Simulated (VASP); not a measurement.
Energy against volume of AgCl (rock salt). Method: PBE GGA with D3 dispersion (zero damping), VASP's PBE PAW potentials (set 64) (plane waves; VASP).

```
V (Å³/atom)  E (eV/atom)
-----------  -----------
19.811          -2.99471
20.443          -3.00521
21.076          -3.00845
21.708          -3.00576
22.340          -2.99824
```

Fit a third-order Birch-Murnaghan equation of state.

The volume per atom comes out as 21.08 Å³/atom and the bulk modulus is 49.8 GPa. The pressure derivative of the bulk modulus is 5.77 and the lattice constant a comes out as 5.525 Å.

The compound is AgCl in the rock salt structure. It was relaxed first.
